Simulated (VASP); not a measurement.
The system is Cr4Te3Se.

```
Te Se Cr
1.0
     4.04695    0.00000    0.00000
    -2.02348    3.50476    0.00000
     0.00000    0.00000   12.58397
Te Se Cr
3 1 4
Direct
  0.33333 0.66667 0.75227
  0.33333 0.66667 0.24773
  0.66667 0.33333 0.50000
  0.66667 0.33333 0.00000
  0.00000 0.00000 0.88116
  0.00000 0.00000 0.37433
  0.00000 0.00000 0.62567
  0.00000 0.00000 0.11883
```

The cell comes from a database or a generator and needn't be the stable form of this composition.

- Program: VASP 6.6.1
- Task: single point
- Functional: PBE
- Potentials or basis: VASP PAW PBE potentials, release 64 (Te, Se, Cr_pv)
- Cutoff: 520 eV
- k mesh: 8 × 8 × 2
- Occupations: fermi-dirac, width 0.05 eV
- Spin: collinear spin, ferromagnetic start
- Starting moments: [0.0, 0.0, 0.0, 0.0, 3.0, 3.0, 3.0, 3.0] μB

On this cell: pressure -0.2 GPa; largest force 0.086 eV/Å; net moment 15.57 μB per cell; site moments Te -0.12, -0.10; Se -0.09; Cr +3.70, +3.58 μB; band gap on the k mesh none (metal or under the smearing width).

The same run follows on a disturbed copy (atoms moved at random, drawn with an rms of 0.05 Å):

```
CELL_PARAMETERS angstrom
4.04695 0.00000 0.00000
-2.02348 3.50476 0.00000
0.00000 0.00000 12.58397
ATOMIC_POSITIONS crystal
Te 0.32749 0.67519 0.75209
Te 0.34180 0.66463 0.24791
Te 0.66371 0.33093 0.50414
Se 0.66737 0.32841 0.00108
Cr 0.00011 0.00721 0.88070
Cr 0.99510 0.99590 0.37581
Cr 0.97879 0.98270 0.62261
Cr 0.99485 0.00047 0.11565
```

Q: What does the disturbed cell give?

A: The energy (extrapolated to zero smearing) moves by +5.9 meV/atom; pressure 0.0 GPa; largest force 0.535 eV/Å; net moment 15.57 μB per cell; site moments Te -0.12, -0.10; Se -0.09; Cr +3.71, +3.61, +3.55, +3.70 μB; band gap on the k mesh none (metal or under the smearing width).

Forces on the atoms (eV/Å):
```
Te   0.055 -0.201  0.068
Te  -0.236 -0.008 -0.088
Te  -0.127 -0.167 -0.332
Se  -0.085  0.091 -0.084
Cr  -0.017 -0.006 -0.016
Cr   0.134  0.040 -0.154
Cr   0.118  0.299  0.428
Cr   0.158 -0.048  0.178
```

Stress tensor (GPa, compression positive):
```
-0.20  0.01  0.05
 0.01 -0.07  0.03
 0.05  0.03  0.12
```

Caveats: only a ferromagnetic start was run, and an antiferromagnetic order may lie lower in energy.
